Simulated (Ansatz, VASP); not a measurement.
# BiAs: VASP beside Ansatz, part 2 of 2

One calculation is typed for both programs; each brings its own data sets and cutoff. How far apart do they land? The cell is invented: As first built, before any earlier steps moved the atoms (in the runner's words): it takes the AsP structure with some of its atoms replaced by other elements, volume scaled by an estimate. It may not be a known or stable phase. The cell is taken from a series of VASP runs on this material, whose earlier steps may have relaxed, scaled or displaced it; both programs get it as it stands.

VASP 6.6.1 and Ansatz 0.2.0.

So far: The starting structure; VASP: band structure, HSE06.

## Step 3: Ansatz: band structure, HSE06

Level of this step: Ansatz beside VASP: Kohn-Sham DFT, plane waves, HSE06 (Ansatz).

Ansatz runs on its default PAW (the set named soft_2) files.

The same cell, functional, mesh and smearing now go to Ansatz, which takes its cutoff from its data sets.

File input.yaml:

```yaml
crystal:
  lattice:
    - [2.1264006924, 1.2276782936, 3.682590575]
    - [-2.1264006924, 1.2276782936, 3.682590575]
    - [0.0, -2.4553565871, 3.682590575]
  atoms:
    - { symbol: Bi, position: [0.2317986543, 0.2317986543, 0.2317986543] }
    - { symbol: As, position: [0.7682013457, 0.7682013457, 0.7682013457] }
hamiltonian:
  xc: { exchange: pbe, correlation: pbe, exx: { coeff: 0.25, omega: 0.2 } }
  pseudopotentials: { kind: paw }
kpoints:
  mp_grid: { grid: [4, 4, 4] }
  band_path:
    path:
      - [0.0, 0.0, 0.0]
      - [0.4, 0.0, 0.0]
      - [0.5, 0.0, 0.0]
      - [0.5, 0.14446, -0.14446]
      - [0.65554, 0.5, 0.34446]
      - [0.55185, 0.5, 0.44815]
      - [0.4, 0.4, 0.4]
      - [0.0, 0.0, 0.0]
      - [0.2963, 0.0, -0.2963]
      - [0.55185, 0.44815, 0.0]
      - [0.55185, 0.55185, 0.0963]
      - [0.6037, 0.6037, 0.29261]
      - [0.5, 0.0, 0.0]
      - [0.75924, 0.37038, 0.37038]
    npoints: 1
scf:
  occupations: { method: gaussian, width: 0.02 }
  n_extra_bands: 7
output:
  forces: true
  stress: true
  eigenvalues: true
```

Run with:

```
$ ansatz run input.yaml --threads 4 --pin off --max-ram 9216MiB --backend cpu --events-out ev --progress --plain --runs-dir out
```

Numbers of over 12 decimals in the logs are rounded to 6 here.

The log of the run:

```text
Warning: output.stress: scf.convergence.dr2_threshold = 1e-7 eV (the SCF's general default) is looser than the 2e-10 eV advised for a printed stress (1e-10 eV for each atom of the cell: 2). What an SCF threshold leaves in a stress goes as its square root, and in the free energy as the threshold itself, and one threshold admits the most on a small cell: [figures from the program's tests cut] Set scf.convergence.dr2_threshold to 2e-10 eV or tighter. The threshold is an SCF's pass mark: one that does not reach it within its budget of iterations ends unconverged, or closes short of it on a stop that the run arms, and scf.convergence.dr2_threshold's page says what that costs each kind of run
Warning: output.stress: scf.exx.energy_threshold = 1e-6 eV is looser than the 2e-8 eV advised for a stress under a hybrid functional (1e-8 eV for each atom of the cell: 2). Every SCF of the exchange loop can meet its threshold on dr2 while the loop round them stops early: no threshold on dr2 bounds what that leaves in the stress. Set scf.exx.energy_threshold to 2e-8 eV or tighter. The threshold is the loop's pass mark: a loop that does not reach it within its budget of cycles ends unconverged, and scf.exx.energy_threshold's page has the law
scf.n_extra_bands = 7 over 15 filled bands (N_el = 30.0): the run solves 22 bands
Engine: ansatz 0.2.0, aarch64-unknown-linux-gnu
Pseudopotentials: kind: paw
Pseudopotential: Bi, paw, valence charge 15, recommended cutoff 420 eV (normal), Bi.paw.azcp
Pseudopotential: As, paw, valence charge 15, recommended cutoff 420 eV (normal), As.paw.azcp
Functional definition: unnamed
  parameter a_1 = 0.25
  parameter omega_1 = 0.2/angstrom
  exchange = pbe_x + (-a_1)*pbe_x_sr(omega_1) + a_1*exact_x_sr(omega_1)
  correlation = pbe_c
Crystal: 2 atoms, lattice volume = 57.681 Å³
Basis set: ecut = 420 eV, 1141 PW (Γ), exchange–correlation on 60×60×60 points (8 copies of the dense FFT grid, shifted against one another)
Bands: 22, of which v1, the nominal top of the filled ones, is band 15 counted from 1 (14 counted from 0)
Symmetry: 6 space group operations
Space group: R3m (ITA 160), of the structure as read, at distance tolerance 3.9e-5 Å
k-points: 13 of 64 (time reversal used)
Non-local potential: Bi, projectors of the file, l = 0: 2, l = 1: 2, l = 2: 2, l = 3: 2
Non-local potential: As, projectors of the file, l = 0: 2, l = 1: 2, l = 2: 3, l = 3: 1
PAW form: soft (Blöchl's): semilocal exchange-correlation on the pseudo side does not see the compensation charge
PAW frozen core: Bi, regenerated for the run's functional, and the local potential with it (the file was generated under x = pbe(κ = 0.804, μ = 0.219515), c = pbe(β = 0.066725))
PAW frozen core: As, regenerated for the run's functional, and the local potential with it (the file was generated under x = pbe(κ = 0.804, μ = 0.219515), c = pbe(β = 0.066725))
PAW one-centre angular grid: Bi, 590 points (default); XC on 64 Gauss nodes
PAW one-centre angular grid: As, 590 points (default); XC on 64 Gauss nodes
Initial density: superposition of atomic densities (neutral atoms: chi_scale 0, normalization atom), corrected by the library's trained network
Initial wavefunctions: pseudopotential atomic-orbital guess
Functional: x = pbe(κ = 0.804, μ = 0.219515), c = pbe(β = 0.066725), warm-up for x = pbe(κ = 0.804, μ = 0.219515) + 0.25 (exact − pbe) at short range (hse, ω = 0.2 Å⁻¹), c = pbe(β = 0.066725)
SCF iter   1: F=—  HF=-17252.804356 eV  |F-HF|=—  |Δ(HF+E_count)|=         —  Δρ=1.87e-3  dr2=4.41e-3  ethr=1.77e-3  ⟨swp⟩=13.5  Hψ=1415  notcnv=0
preconditioner: auto → none  [insulator: Δε(μ)=0.175 eV  Ē_g=11.778 eV  σ=0.020 eV  W_gap=1.00  n_scr=14 (ndim 8)  ℏωp=15.5 eV  f_vac=0.005  D(μ)=0.00/eV (n_scr^D=0)]
SCF iter   2: F=—  HF=-17252.803991 eV  |F-HF|=—  |Δ(HF+E_count)|=   3.65e-4  Δρ=7.52e-4  dr2=6.23e-4  ethr=1.47e-5  ⟨swp⟩=5.2  Hψ=828  notcnv=0  defer=11
SCF iter   3: F=—  HF=-17252.803976 eV  |F-HF|=—  |Δ(HF+E_count)|=   1.46e-5  Δρ=2.64e-4  dr2=6.90e-5  ethr=2.08e-6  ⟨swp⟩=3.5  Hψ=551  notcnv=0  defer=4
iter 4 solved again at ethr=6.66e-9 eV; its pass at ethr=2.30e-7 eV (dr2=2.00e-6 eV) is discarded
SCF iter   4: F=-17252.803990 eV  HF=-17252.803989 eV  |F-HF|=5.76e-7  |Δ(HF+E_count)|=   1.31e-5  Δρ=7.42e-5  dr2=1.81e-6  ethr=6.66e-9  ⟨swp⟩=3.7  Hψ=1258  notcnv=0
eigensolver tolerance schedule: the retry pair's looser diagonalisation over-reported the residual by 0.11 of it (diagonalisation noise at 0.11 of the residual, at the tolerance the schedule requests for it); recorded, not acted on — ethr = c·dr2/N_el stays at c = 1.0e-1
SCF 1 stopped early in 4 iterations: F = -17252.803990 eV  dr2 = 1.81e-6
  greatest PAW one-centre occupation: 0.999 electrons in one spin orbital (limit 2), on the As atom at site 1 (counted from 0), in its partial waves of l = 2
Initial density: handed on by an earlier stage of this run
Initial wavefunctions: those handed on with the density
Functional: x = pbe(κ = 0.804, μ = 0.219515) + 0.25 (exact − pbe) at short range (hse, ω = 0.2 Å⁻¹), c = pbe(β = 0.066725)
Exchange kernel: α = 0.2500, screened, ω = 0.2000 Å⁻¹, Wigner–Seitz truncation, v(0) = 1114.9239 eV·Å³, q-mesh 4×4×4, nearest image of the exchange supercell L = 17.01 Å, pair-density grid 18×18×18, without the augmentation charges, whose exchange is taken in its separable form by FFT convolution over the k-point mesh (sized by the pseudopotential files, 24×25×25 at the most), smooth part of the exact exchange by density-matrix convolution
Frozen-core exchange: fock
SCF iter   1: F=—  HF=-17257.620973 eV  |F-HF|=—  |Δ(HF+E_count)|=         —  Δρ=5.32e-3  dr2=7.73e-3  ethr=6.02e-8  ⟨swp⟩=11.6  Hψ=1774  notcnv=0
preconditioner: auto → none  [insulator: Δε(μ)=0.345 eV  Ē_g=13.020 eV  σ=0.020 eV  W_gap=1.00  n_scr=14 (ndim 8)  ℏωp=15.5 eV  f_vac=0.003  D(μ)=0.00/eV (n_scr^D=0)]
SCF iter   2: F=—  HF=-17257.613417 eV  |F-HF|=—  |Δ(HF+E_count)|=   7.56e-3  Δρ=2.22e-3  dr2=2.09e-3  ethr=6.02e-8  ⟨swp⟩=5.0  Hψ=1063  notcnv=0
SCF iter   3: F=—  HF=-17257.613193 eV  |F-HF|=—  |Δ(HF+E_count)|=   2.24e-4  Δρ=7.82e-4  dr2=1.22e-3  ethr=6.02e-8  ⟨swp⟩=4.1  Hψ=840  notcnv=0
SCF iter   4: F=—  HF=-17257.620198 eV  |F-HF|=—  |Δ(HF+E_count)|=   7.00e-3  Δρ=9.31e-4  dr2=3.06e-4  ethr=6.02e-8  ⟨swp⟩=5.0  Hψ=1036  notcnv=0
SCF iter   5: F=—  HF=-17257.620116 eV  |F-HF|=—  |Δ(HF+E_count)|=   8.12e-5  Δρ=1.79e-4  dr2=6.13e-5  ethr=6.02e-8  ⟨swp⟩=4.0  Hψ=862  notcnv=0
SCF iter   6: F=—  HF=-17257.620338 eV  |F-HF|=—  |Δ(HF+E_count)|=   2.21e-4  Δρ=1.97e-4  dr2=2.32e-5  ethr=4.30e-8  ⟨swp⟩=4.0  Hψ=652  notcnv=0
SCF iter   7: F=—  HF=-17257.620333 eV  |F-HF|=—  |Δ(HF+E_count)|=   4.54e-6  Δρ=4.90e-5  dr2=5.09e-6  ethr=4.30e-8  ⟨swp⟩=3.1  Hψ=581  notcnv=0  defer=1
SCF iter   8: F=-17257.620347 eV  HF=-17257.620348 eV  |F-HF|=8.70e-7  |Δ(HF+E_count)|=   1.49e-5  Δρ=5.39e-5  dr2=2.03e-6  ethr=3.78e-9  ⟨swp⟩=4.5  Hψ=750  notcnv=0  defer=1
SCF 2 stopped early in 8 iterations: F = -17257.620347 eV  dr2 = 2.03e-6
  Residual-converged pass: ⟨swp⟩=4.0  Hψ=719  notcnv=0  max |occ|·‖R‖ = 6.4e-6 eV (tolerance 6.7e-6 eV)  dr2=2.02e-6  dr2_onsite=9.44e-8  max |Δocc| = 4.4e-46
hybrid outer 1: dexx = +8.624e-3 eV, tail = 5.68e-5 eV
Exchange kernel: α = 0.2500, screened, ω = 0.2000 Å⁻¹, Wigner–Seitz truncation, v(0) = 1114.9239 eV·Å³, q-mesh 4×4×4, nearest image of the exchange supercell L = 17.01 Å, pair-density grid 18×18×18, without the augmentation charges, whose exchange is taken in its separable form by FFT convolution over the k-point mesh (sized by the pseudopotential files, 24×25×25 at the most), smooth part of the exact exchange by density-matrix convolution
Frozen-core exchange: fock
SCF iter   1: F=—  HF=-17257.620511 eV  |F-HF|=—  |Δ(HF+E_count)|=         —  Δρ=5.08e-5  dr2=9.13e-7  ethr=9.46e-7  ⟨swp⟩=3.3  Hψ=591  notcnv=0
preconditioner: auto → none  [insulator: Δε(μ)=0.378 eV  Ē_g=13.024 eV  σ=0.020 eV  W_gap=1.00  n_scr=14 (ndim 8)  ℏωp=15.5 eV  f_vac=0.002  D(μ)=0.00/eV (n_scr^D=0)]
SCF iter   2: F=—  HF=-17257.620512 eV  |F-HF|=—  |Δ(HF+E_count)|=   1.23e-6  Δρ=3.08e-5  dr2=3.39e-7  ethr=2.65e-9  ⟨swp⟩=4.2  Hψ=837  notcnv=0
SCF iter   3: F=—  HF=-17257.620512 eV  |F-HF|=—  |Δ(HF+E_count)|=   2.18e-8  Δρ=1.36e-5  dr2=6.22e-8  ethr=1.11e-9  ⟨swp⟩=3.1  Hψ=522  notcnv=0  defer=2
SCF iter   4: F=—  HF=-17257.620512 eV  |F-HF|=—  |Δ(HF+E_count)|=   1.37e-9  Δρ=4.16e-6  dr2=4.66e-9  ethr=1.96e-10  ⟨swp⟩=3.8  Hψ=600  notcnv=0  defer=11
SCF iter   5: F=-17257.620512 eV  HF=-17257.620512 eV  |F-HF|=3.24e-10  |Δ(HF+E_count)|=   1.57e-9  Δρ=1.08e-6  dr2=6.10e-10  ethr=1.42e-11  ⟨swp⟩=4.9  Hψ=854  notcnv=0  defer=4
SCF 3 converged in 5 iterations: F = -17257.620512 eV  dr2 = 6.10e-10
  Residual-converged pass: ⟨swp⟩=3.5  Hψ=685  notcnv=0  max |occ|·‖R‖ = 4.3e-7 eV (tolerance 4.4e-7 eV)  dr2=6.14e-10  dr2_onsite=5.27e-11  max |Δocc| = 2.4e-48
hybrid outer 2: dexx = +6.898e-7 eV, tail = 2.24e-8 eV, Δε = 2.15e-3 eV (about 7.75e-5 eV left of the loop's levels), ΔF = 5.03e-3 eV/Å (tail 8.44e-4)
NSCF: frozen V_eff on 14 k-points
hybrid SCF converged: 2 outer / 13 inner (+4 warm-up), last move |dexx| = 6.90e-7 eV, tail = 2.24e-8 eV
Stability not checked: this state was not tested for a lower state beside it, because the functional holds exact exchange (a hybrid, or Hartree-Fock), whose exchange loop this test does not read (fock_operator; see scf.lower_state_search)
Free energy (F): -17257.620512 eV
Frozen-core exchange: fock
Harris-Foulkes:  -17257.620512 eV  (|F-HF|=3.24e-10)
Internal energy: -17257.620512 eV  (E = F + TS)
E sigma→0 (E₀):  -17257.620512 eV
Fermi energy:    9.427707 eV
--- Per-component energies (eV) ---
  E_band       = -419.597539
  E_kinetic    = 401.109885
  E_local      = -3315.037660  (includes V_loc(G=0)·N_el)
  E_nonlocal   = -109.397890
  E_hartree    = 1475.296737
  E_xc         = -184.673831
  E_vxc        = -177.830376  (∫ρ·V_xc dr)
  E_exx        = -96.212666  (= α·E_x^exact, valence–valence)
  E_paw        = -12451.024338  (= ΣΔE_a)
  E_vpaw       = 23.390023  (= ΣTr[D̂ρ^β])
  E_aug_tail   = -0.000428  (compensation charges beyond the density's cutoff)
  E_ewald      = -2977.072559
  E_core_change = -0.607762  (= ΣΔE_core)
  E_smearing   = -0.000000  (= −TS)
  E_closure    = -0.000001  (closes the sum)
  Σ components = -17257.620512   (vs F -17257.620512, Δ=0.00e0)
--- Forces (eV/Å), atoms counted from 1 ---
  atom   1  Bi     0.00000000    -0.00000000    -0.41862562
  atom   2  As    -0.00000000     0.00000000     0.41900912
  max |Σ_I F_I| component: 3.84e-4 eV/Å
--- Stress (GPa, compression-positive) ---
       -2.458894       0.000000       0.000000
       -0.000000      -2.458894       0.000000
        0.000000       0.000000      -1.741680
  P = ⅓ Tr σ = -2.2198 GPa (-22.198 kbar)
--- Band table (eV; the first three rows and the last of 13) ---
  k-point 0: bands = [... 11 lower, 2.3709, 7.6870, 7.7873, 7.7873, 12.5440, 13.3494, 13.3494, 16.3623, ... 3 higher]
  k-point 1: bands = [... 11 lower, 0.5455, 7.6753, 7.6994, 8.3582, 11.2122, 11.8685, 12.0612, 15.8503, ... 3 higher]
  k-point 2: bands = [... 11 lower, -2.0329, 7.6643, 7.7394, 9.2388, 9.6167, 10.5548, 11.0528, 18.4155, ... 3 higher]
  k-point 12: bands = [... 11 lower, -1.1933, 8.3087, 8.3087, 8.7187, 10.5927, 10.5927, 10.7308, 17.8051, ... 3 higher]
```

Run time: 26 s. Hardware: 4 threads of Arm Neoverse V2, shared host; peak memory 0.88 GiB; 93 s of CPU time.

## Step 4: Comparison

Known differences besides the potentials themselves: exact exchange at q = 0 is treated differently, which shows on coarse meshes; VASP keeps PBE cores, Ansatz makes them for the functional; the data sets hold 30 valence electrons in Ansatz (default PAW (the set named soft_2) files) and 20 in VASP; the cutoff is 420 eV in Ansatz and 400 eV in VASP; VASP takes a coarser grid for exact exchange (PRECFOCK = Fast). Total energies have different zeros and are not compared.

Compared:

```tsv
quantity	Ansatz	VASP	difference
gap over the path points (eV)	0.238	0.252	-0.014
```

Forces (eV/Å; atoms numbered as in POSCAR):

```tsv
atom	Ansatz x, y, z	VASP x, y, z
Bi1	0.000, 0.000, -0.419	0.000, 0.000, -0.415
As2	0.000, 0.000, 0.419	0.000, 0.000, 0.415
```

Levels at points of the path, from each program's valence-band top (eV; 4 filled, then empty):

```tsv
k (reciprocal lattice)	Ansatz	VASP
0.000 0.000 0.000	-7.01 -1.69 -1.59 -1.59 3.17 3.97 3.97	-7.03 -1.68 -1.58 -1.58 3.17 3.98 3.98
0.400 0.000 0.000	-10.61 -1.71 -1.66 -0.47 0.68 1.44 1.85	-10.62 -1.70 -1.65 -0.46 0.68 1.45 1.87
0.500 0.000 0.000	-11.41 -1.71 -1.64 -0.14 0.24 1.18 1.67	-11.42 -1.70 -1.62 -0.14 0.25 1.19 1.69
0.500 0.144 -0.144	-11.37 -4.50 -3.30 -1.14 1.40 4.43 5.13	-11.39 -4.49 -3.28 -1.13 1.41 4.42 5.13
0.656 0.500 0.344	-10.45 -4.56 -3.64 -0.21 1.17 4.80 5.20	-10.46 -4.54 -3.62 -0.20 1.18 4.80 5.20
0.552 0.500 0.448	-10.54 -2.34 -1.48 0.00 0.58 1.78 2.74	-10.54 -2.33 -1.47 0.00 0.60 1.79 2.75
0.400 0.400 0.400	-10.16 -1.15 -1.15 -0.71 1.45 1.45 1.50	-10.16 -1.15 -1.15 -0.72 1.47 1.47 1.52
0.000 0.000 0.000	-7.01 -1.69 -1.59 -1.59 3.17 3.97 3.97	-7.03 -1.68 -1.58 -1.58 3.17 3.98 3.98
0.296 0.000 -0.296	-10.97 -4.68 -2.13 -1.95 2.45 2.53 5.66	-10.98 -4.66 -2.12 -1.93 2.46 2.54 5.66
0.552 0.448 0.000	-10.10 -5.57 -3.44 -3.42 3.17 5.66 6.28	-10.12 -5.54 -3.42 -3.40 3.18 5.67 6.28
```

The forces differ by 2.0 meV/Å r.m.s., which is 0.8 % of the r.m.s. force of 0.24 eV/Å (both taken over all components). Among the levels compared at these points, filled levels agree within 24 meV and empty ones within 19 meV.

## Step 5: Results

| Property | Result |
| --- | --- |
| difference in gap over the path points (band structure, HSE06) | -0.014 eV |

What this shows: The difference in gap over the path points is -0.014 eV (band structure, HSE06), within the 0.08 eV picked in this series as the mark of a large difference. How closely two codes agree says nothing of how well the functional describes the real material.

[Lines on the potential files, build, host, timing and source positions are cut from VASP's logs without a mark.]

[Logs are printed without paths, hosts, clocks, repeated set-up lines and the standing remarks that a program may print on its own settings, such as how far it seeks lower states.]

[Hosts, paths, dates, database ids (printed as entryN), source tags and the programs' standing remarks are cut or masked in the printed files.]
